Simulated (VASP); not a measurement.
Method: LDA (Ceperley-Alder, Perdew-Zunger), VASP's LDA PAW potentials (set 64) (plane waves; VASP).

VASP input:

File KPOINTS:
```
k-points along high-symmetry lines
15
Line-mode
Reciprocal
  0.000000   0.000000   0.000000 ! GAMMA
  0.000000   0.500000   0.000000 ! X

  0.000000   0.500000   0.000000 ! X
  0.500000   0.500000   0.000000 ! M

  0.500000   0.500000   0.000000 ! M
  0.000000   0.000000   0.000000 ! GAMMA

  0.000000   0.000000   0.000000 ! GAMMA
  0.500000   0.500000   0.500000 ! R

  0.500000   0.500000   0.500000 ! R
  0.000000   0.500000   0.000000 ! X

  0.500000   0.500000   0.500000 ! R
  0.500000   0.500000   0.000000 ! M
```

**INCAR**
```
SYSTEM = RuAl
PREC = Accurate; ENCUT = 400; LREAL = F
LASPH = T; ICHARG = 11
EDIFF = 1E-7; NELM = 100; ALGO = Normal
LMAXMIX = 4
ISMEAR = 0; SIGMA = 0.05
LWAVE = F; LCHARG = F; LORBIT = 11
```

**POSCAR**
```
RuAl
5.909460
  0.4999999634   0.0000000000   0.0000000000
  0.0000000000   0.4999999634   0.0000000000
  0.0000000000   0.0000000000   0.4999999634
Al Ru
1 1
Direct
  0.5000000000   0.5000000000   0.5000000000
  0.0000000000   0.0000000000   0.0000000000
```

POTCAR, in this order: Al Ru_pv (LDA.64 set). Program: vasp_std. Read from the step before: CHGCAR.

What VASP printed:

### OSZICAR
```
       N       E                     dE             d eps       ncg     rms          rms(c)
DAV:   1     0.946865685042E+02    0.94687E+02   -0.83425E+03  2280   0.108E+03
DAV:   2    -0.136723182323E+02   -0.10836E+03   -0.10339E+03  2348   0.313E+02
DAV:   3    -0.154013517875E+02   -0.17290E+01   -0.17109E+01  2644   0.414E+01
DAV:   4    -0.154179816928E+02   -0.16630E-01   -0.16619E-01  2552   0.382E+00
DAV:   5    -0.154183621078E+02   -0.38042E-03   -0.38037E-03  2896   0.436E-01
DAV:   6    -0.154183722297E+02   -0.10122E-04   -0.10124E-04  2756   0.509E-02
DAV:   7    -0.154183724022E+02   -0.17247E-06   -0.17084E-06  2588   0.501E-03
DAV:   8    -0.154183724019E+02    0.33378E-09   -0.14265E-08  1520   0.543E-04
   1 F= -.15418372E+02 E0= -.15417860E+02  d E =-.102537E-02
```

OUTCAR:
```
 val. band max:       11.9146740969   @ k =   0.3929   0.5000   0.3929

 cond. band min:      12.0487689878   @ k =   0.4286   0.4286   0.4286



 k-point     1 :       0.0000    0.0000    0.0000
  band No.  band energies     occupation
      1     -30.5289      2.00000
      2     -30.5289      2.00000
      3     -30.5289      2.00000
      4       1.1712      2.00000
      5       7.2508      2.00000
      6       7.2508      2.00000
      7      11.2491      2.00000
      8      11.2491      2.00000
      9      11.2491      2.00000
     10      17.2549      0.00000
     11      17.2549      0.00000
     12      17.2549      0.00000

 k-point     2 :       0.0000    0.0357    0.0000
  band No.  band energies     occupation
      1     -30.5320      2.00000
      2     -30.5287      2.00000
      3     -30.5287      2.00000
      4       1.1967      2.00000
      5       7.2598      2.00000
      6       7.2611      2.00000
      7      11.2151      2.00000
      8      11.2151      2.00000
      9      11.2524      2.00000
     10      17.1245      0.00000
     11      17.3075      0.00000
     12      17.3075      0.00000

 k-point     3 :       0.0000    0.0714    0.0000
  band No.  band energies     occupation
      1     -30.5412      2.00000
      2     -30.5279      2.00000
      3     -30.5279      2.00000
      4       1.2728      2.00000
      5       7.2867      2.00000
      6       7.2903      2.00000
      7      11.1176      2.00000
      8      11.1176      2.00000
      9      11.2622      2.00000
     10      16.7744      0.00000
     11      17.4607      0.00000
     12      17.4607      0.00000

 k-point     4 :       0.0000    0.1071    0.0000
  band No.  band energies     occupation
      1     -30.5562      2.00000
      2     -30.5267      2.00000
      3     -30.5267      2.00000
      4       1.3984      2.00000
      5       7.3306      2.00000
      6       7.3333      2.00000
      7      10.9685      2.00000
...
```

The density is held fixed in this step, so its total energy and stress have no physical meaning.

The compound is RuAl in the CsCl type structure. It was relaxed first. The electron count is odd and the run is not spin-polarised, which forces a metal.
